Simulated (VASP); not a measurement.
Here is a VASP 6.6.1 calculation.

INCAR

```
PREC = Accurate
ENCUT = 600
EDIFF = 1E-7
ISMEAR = 0
SIGMA = 0.1
LREAL = False
LASPH = True
NELM = 150
ALGO = Normal
ISIF = 3
LWAVE = False
LCHARG = False
ISPIN = 2
MAGMOM = 1 0 0 0 0
LORBIT = 11
LMAXMIX = 4
GGA = PE
IBRION = 2
NSW = 90
EDIFFG = -0.04
```

Contents of KPOINTS:

```
Automatic mesh
0
Gamma
  4 4 4
```

File POSCAR:

```
ReF4
1.0
    4.0622447400      0.0000000000      0.0000000000
    0.0000000000      4.0622447400      0.0000000000
    0.0000000000      0.0000000000      4.0622447400
Re F
1 4
Direct
    0.0000000000      0.0000000000      0.0000000000
    0.5000000000      0.0000000000      0.0000000000
    0.0000000000      0.5000000000      0.0000000000
    0.0000000000      0.0000000000      0.5000000000
    0.5000000000      0.5000000000      0.5000000000
```

Potentials or basis: VASP PAW PBE potentials, release 64 (Re, F).

The run is started by

```sh
$ cat potpaw_PBE.64/Re/POTCAR potpaw_PBE.64/F/POTCAR > POTCAR
$ mpirun -np 1 vasp_std > vasp.out
```

(1) What does it give for the relaxed cell?

(2) Estimate the relaxed volume.

(3) Predict the space group after relaxing (to 0.05 Å).

Answers

(1) a = 3.927 Å, b = 3.927 Å, c = 3.927 Å, α = 90.00°, β = 90.00°, γ = 90.00°.

(2) 12.11 Å³/atom.

(3) Pm-3m (No. 221).

Caveat: the k mesh is coarse (spacing up to 0.39 Å⁻¹), so the values aren't converged.
